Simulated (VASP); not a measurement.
Output of a VASP run:

OSZICAR:
```
       N       E                     dE             d eps       ncg     rms          rms(c)
DAV:   1    -0.143223226172E+04   -0.14322E+04   -0.58478E+03   104   0.930E+02
DAV:   2    -0.152181062420E+04   -0.89578E+02   -0.85658E+02   109   0.234E+02
DAV:   3    -0.152762526292E+04   -0.58146E+01   -0.57831E+01   139   0.647E+01
DAV:   4    -0.152779097131E+04   -0.16571E+00   -0.16559E+00   141   0.116E+01
DAV:   5    -0.572820575058E+01    0.15221E+04   -0.63976E+00   124   0.561E+01    0.422E+00
DAV:   6    -0.580880671550E+01   -0.80601E-01   -0.27130E-01   150   0.565E+00    0.359E+00
DAV:   7    -0.579199749127E+01    0.16809E-01   -0.74286E-02   129   0.102E+01    0.221E+00
DAV:   8    -0.579070919136E+01    0.12883E-02   -0.14772E-02   140   0.140E+00    0.152E+00
DAV:   9    -0.578953755679E+01    0.11716E-02   -0.16478E-03   137   0.120E+00    0.909E-01
DAV:  10    -0.578917762644E+01    0.35993E-03   -0.52159E-04   166   0.393E-01    0.457E-01
DAV:  11    -0.578907463606E+01    0.10299E-03   -0.10097E-04   161   0.139E-01    0.245E-01
DAV:  12    -0.578904481213E+01    0.29824E-04   -0.24730E-05   124   0.568E-02    0.137E-01
DAV:  13    -0.578903762025E+01    0.71919E-05   -0.88140E-06   161   0.261E-02    0.733E-02
DAV:  14    -0.578903647504E+01    0.11452E-05   -0.28892E-06   114   0.203E-02    0.403E-02
DAV:  15    -0.578903676058E+01   -0.28554E-06   -0.92665E-07    87   0.987E-03
   1 F= -.57890368E+01 E0= -.57890368E+01  d E =-.139187E-20
```

**OUTCAR**
```
------------------------ aborting loop because EDIFF is reached ----------------------------------------
  FORCE on cell =-STRESS in cart. coord.  units (eV):
  Direction    XX          YY          ZZ          XY          YZ          ZX
  --------------------------------------------------------------------------------------
  Total        1.2152902      1.2152902      1.2152902      0.0000000      0.0000000     -0.0000000
  in kB       34.8458877     34.8458877     34.8458877      0.0000000      0.0000000     -0.0000000
  external PRESSURE =      34.8458877 kB  Pullay stress =       0.0000000 kB
  volume of cell :       55.88
      direct lattice vectors                 reciprocal lattice vectors
     0.000000000  3.034378000  3.034378000    -0.164778416  0.164778416  0.164778416
     3.034378000  0.000000000  3.034378000     0.164778416 -0.164778416  0.164778416
     3.034378000  3.034378000  0.000000000     0.164778416  0.164778416 -0.164778416
  FREE ENERGIE OF THE ION-ELECTRON SYSTEM (eV)
  ---------------------------------------------------
  free  energy   TOTEN  =        -5.7890367606 eV

  energy  without entropy=       -5.7890367606  energy(sigma->0) =       -5.78903676

  exchange ACFDT corr.  =         0.00000000  see jH, gK, PRB 81, 115126
```
(Selected blocks of OUTCAR.)

POSCAR:
```
CuI
1
    0.0000000000     3.0343780000     3.0343780000
    3.0343780000     0.0000000000     3.0343780000
    3.0343780000     3.0343780000     0.0000000000
Cu I
1 1
Direct
  0.0000000000   0.0000000000   0.0000000000
  0.2500000000   0.2500000000   0.2500000000
```

Reconstruct the remaining input files.

One answer among several that fit: the input of the run itself, B3LYP hybrid, plane waves, VASP's PBE PAW potentials (set 64).

### INCAR
```
# general
SYSTEM  =CuI
PREC    =Accurate
ENCUT   =300   # plane-wave cut-off (eV)
LREAL   =F   # projection in real space or not
LASPH   =T
ISYM    =3

# electronic loop
EDIFF   =1E-6   # SCF stop (eV)
NELM    =100   # most electronic steps
ALGO    =Normal
LMAXMIX =4   # l cut-off of mixed one-centre charges

# smearing
ISMEAR  =0
SIGMA   =0.02

# functional
GGA     =B3
AGGAC   =0.81
AGGAX   =0.72
ALDAC   =0.19
LHFCALC =T
AEXX    =0.2
HFRCUT  =-1
PRECFOCK=Fast

# ions
ISIF    =2   # forces and stress, cell fixed

# output
LWAVE   =F
LCHARG  =F
```

File KPOINTS:
```
Automatic mesh
0
Gamma
3 3 3
0 0 0
```

POTCAR, in this order: Cu I (PBE.64 set). Program: vasp_std.

At this cut-off the stress carries a Pulay error, which pulls relaxed volumes low.

The structure is a typed CuI crystal. The cell was not relaxed at this level. The k-mesh is coarse (spacing up to 0.60 per Å, 2π included), so the numbers may not be converged in it. The run is one of a series of settings (AEXX = 0.2, AGGAC = 0.81, AGGAX = 0.72, ALDAC = 0.19, GGA = B3, HFRCUT = -1, ISYM = 3, LHFCALC = .TRUE., PRECFOCK = Fast, KPOINTS 3×3×3 Γ-centred mesh against the base run), some of them coarse on purpose.
